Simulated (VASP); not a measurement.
These are HSE06 screened hybrid, VASP's PBE PAW potentials (set 64) (plane waves; VASP) values and carry that method's errors.

The input files of a VASP run:

File POSCAR:
```
Al32As31
1
   11.4648462108     0.0000000000     0.0000000000
    0.0000000000    11.4648462108     0.0000000000
    0.0000000000     0.0000000000    11.4648462108
Al As
32 31
Direct
  0.4988911542   0.0005065817   0.0003496128
  0.7498194680   0.2504032780   0.9995429649
  0.7500326499   0.9992788718   0.2502728943
  0.0001635074   0.9998492445   0.9997172587
  0.2506281456   0.2489281924   0.0003939252
  0.5002957928   0.4997348939   0.9994835982
  0.7511583469   0.7497746745   0.0004368113
  0.2501723909   0.0003166518   0.2488757131
  0.4999635830   0.2495964233   0.2504061137
  0.7495281407   0.4997663469   0.2512132415
  0.5004700042   0.9994024666   0.5002518592
  0.7495010505   0.2517423511   0.4983611272
  0.7509695090   0.0010957472   0.7494316646
  0.9995110717   0.5010400350   0.0007024708
  0.2497950959   0.7501071335   0.9997603754
  0.0008361994   0.2502012162   0.2500373348
  0.2492307789   0.4998246972   0.2502097576
  0.5001321234   0.7510471981   0.2501095526
  0.9996703586   0.0006584229   0.5011733088
  0.2491424891   0.2502927670   0.5000470545
  0.5001778947   0.5004058331   0.5001849537
  0.7500924252   0.7511897737   0.5000637443
  0.2498470819   0.9998445270   0.7503491720
  0.5004694190   0.2500915690   0.7506040729
  0.7500645106   0.4998808226   0.7510402845
  0.9998160563   0.7497497845   0.2487812214
  0.0010661079   0.5000965480   0.5001038849
  0.2505180438   0.7498948254   0.5012110841
  0.9996329833   0.2488293721   0.7499093912
  0.2504825912   0.5011615177   0.7499231571
  0.4987806097   0.7498074392   0.7501410659
  0.0002585539   0.7502748670   0.7503579198
  0.6259459200   0.1262068847   0.1263411991
  0.8734842130   0.3742198313   0.1267219844
  0.8738490314   0.1264741270   0.3740860951
  0.1249452981   0.1250897397   0.1249278542
  0.3763904127   0.3758530657   0.1265122716
  0.6242138538   0.6237582675   0.1264663369
  0.8750624275   0.8751688567   0.1250589545
  0.3761013974   0.1260102766   0.3763157669
  0.8740069709   0.6240487318   0.3761615048
  0.6244515781   0.1271666800   0.6230336656
  0.8738785841   0.3759734707   0.6237364119
  0.8748150149   0.1252221427   0.8753547230
  0.1251741843   0.6249505100   0.1250806021
  0.3749338423   0.8750157151   0.1249276152
  0.1250294299   0.3750467831   0.3750090613
  0.3762215350   0.6239638957   0.3740350205
  0.6250394517   0.8751795831   0.3750868518
  0.1251290067   0.1250533183   0.6251406369
  0.3763035233   0.3742162353   0.6239658599
  0.6261070182   0.6241294285   0.6241356692
  0.8751226193   0.8752720716   0.6252364893
  0.3752120998   0.1251475481   0.8748071624
  0.6250247795   0.3749681385   0.8751334479
  0.8751195111   0.6250611337   0.8751262610
  0.1249473909   0.8750693082   0.3751471601
  0.1251807682   0.6251955391   0.6252002228
  0.3751435581   0.8752115543   0.6251555963
  0.1250018195   0.3750918711   0.8751926922
  0.3751467775   0.6248610126   0.8753877635
  0.6251510700   0.8752830410   0.8749982047
  0.1250247751   0.8750221657   0.8750633236
```

KPOINTS:
```
Automatic mesh
0
Gamma
1 1 1
0 0 0
```

### INCAR
```
SYSTEM = Al32As31
PREC = Normal
ENCUT = 400
EDIFF = 1E-5
NELM = 50
ALGO = Normal
LREAL = Auto
LASPH = .TRUE.
ISMEAR = 0
SIGMA = 0.05
GGA = PE
LMAXMIX = 4
LWAVE = .FALSE.
LCHARG = .FALSE.
NELMIN = 4
ISYM = 0
NELECT = 250.0
HFSCREEN = 0.2
AEXX = 0.25
LHFCALC = .TRUE.
PRECFOCK = Fast
ISIF = 0
```

POTCAR, in this order: Al As (PBE.64 set). Program: vasp_gam. Read from the step before: WAVECAR.

Output

### OSZICAR
```
       N       E                     dE             d eps       ncg     rms          rms(c)
DAV:   1    -0.343523586148E+03   -0.34352E+03   -0.21971E+01   359   0.997E+00    0.435E+01
DAV:   2    -0.343697110619E+03   -0.17352E+00   -0.73220E-01   367   0.190E+00    0.339E+01
DAV:   3    -0.343666730989E+03    0.30380E-01   -0.21508E-02   359   0.322E-01    0.210E+01
DAV:   4    -0.343654774269E+03    0.11957E-01   -0.53968E-03   348   0.140E-01    0.126E+01
DAV:   5    -0.343650795478E+03    0.39788E-02   -0.15817E-03   359   0.733E-02    0.744E+00
DAV:   6    -0.343649417282E+03    0.13782E-02   -0.42286E-04   351   0.395E-02    0.437E+00
DAV:   7    -0.343648954221E+03    0.46306E-03   -0.14327E-04   351   0.238E-02    0.252E+00
DAV:   8    -0.343648812093E+03    0.14213E-03   -0.46535E-05   271   0.141E-02    0.145E+00
DAV:   9    -0.343648773521E+03    0.38572E-04   -0.17308E-05   191   0.974E-03    0.845E-01
DAV:  10    -0.343648769294E+03    0.42265E-05   -0.87394E-06   183   0.715E-03
   1 F= -.34364877E+03 E0= -.34364877E+03  d E =-.405108E-12
```

**OUTCAR**
```
------------------------ aborting loop because EDIFF is reached ----------------------------------------
  volume of cell :     1506.97
      direct lattice vectors                 reciprocal lattice vectors
    11.464846211  0.000000000  0.000000000     0.087223150  0.000000000  0.000000000
     0.000000000 11.464846211  0.000000000     0.000000000  0.087223150  0.000000000
     0.000000000  0.000000000 11.464846211     0.000000000  0.000000000  0.087223150
  FREE ENERGIE OF THE ION-ELECTRON SYSTEM (eV)
  ---------------------------------------------------
  free  energy   TOTEN  =      -343.6487692943 eV

  energy  without entropy=     -343.6487692943  energy(sigma->0) =     -343.64876929

  exchange ACFDT corr.  =         0.00000000  see jH, gK, PRB 81, 115126
```
(Selected blocks of OUTCAR.)

**OUTCAR**
```
 val. band max:        2.8959515573   @ k =   0.0000   0.0000   0.0000

 cond. band min:       5.2396882588   @ k =   0.0000   0.0000   0.0000


 Fermi energy:         3.1505440572

 k-point     1 :       0.0000    0.0000    0.0000
  band No.  band energies     occupation
      1      -9.7916      2.00000
      2      -9.0089      2.00000
      3      -9.0077      2.00000
      4      -9.0064      2.00000
      5      -8.9858      2.00000
      6      -8.9835      2.00000
      7      -8.8790      2.00000
      8      -8.4283      2.00000
      9      -8.4273      2.00000
     10      -8.4267      2.00000
     11      -8.4155      2.00000
     12      -8.4151      2.00000
     13      -8.4133      2.00000
     14      -8.4033      2.00000
     15      -8.4031      2.00000
     16      -8.4004      2.00000
     17      -8.3776      2.00000
     18      -8.3755      2.00000
     19      -8.3142      2.00000
     20      -8.3121      2.00000
     21      -8.3109      2.00000
     22      -8.2981      2.00000
     23      -7.9821      2.00000
     24      -7.7544      2.00000
     25      -7.7533      2.00000
     26      -7.7082      2.00000
     27      -7.7071      2.00000
     28      -7.7058      2.00000
     29      -7.6799      2.00000
     30      -7.6772      2.00000
     31      -7.6753      2.00000
     32      -2.9958      2.00000
     33      -2.8833      2.00000
     34      -2.8831      2.00000
     35      -2.8830      2.00000
     36      -2.7447      2.00000
     37      -2.7445      2.00000
     38      -2.7439      2.00000
     39      -2.4509      2.00000
     40      -2.4499      2.00000
     41      -2.4482      2.00000
     42      -2.3964      2.00000
     43      -2.3892      2.00000
     44      -2.3877      2.00000
     45      -2.3871      2.00000
     46      -1.8367      2.00000
     47      -1.8352      2.00000
     48      -1.8342      2.00000
     49      -1.8338      2.00000
     50      -1.8329      2.00000
     51      -1.8321      2.00000
...
```

The cell is charged, with a uniform compensating background. The supercell is sampled at Γ alone, which is coarse: total energies, pressure and levels can be off, energies of defects by several tenths of an eV.

The cell is a supercell with a defect, built from AlAs (zinc blende): vac_As, charge +1. The cell's shape comes from a PBE relaxation. The run is not spin-polarised, so no state with unpaired spins was tried.
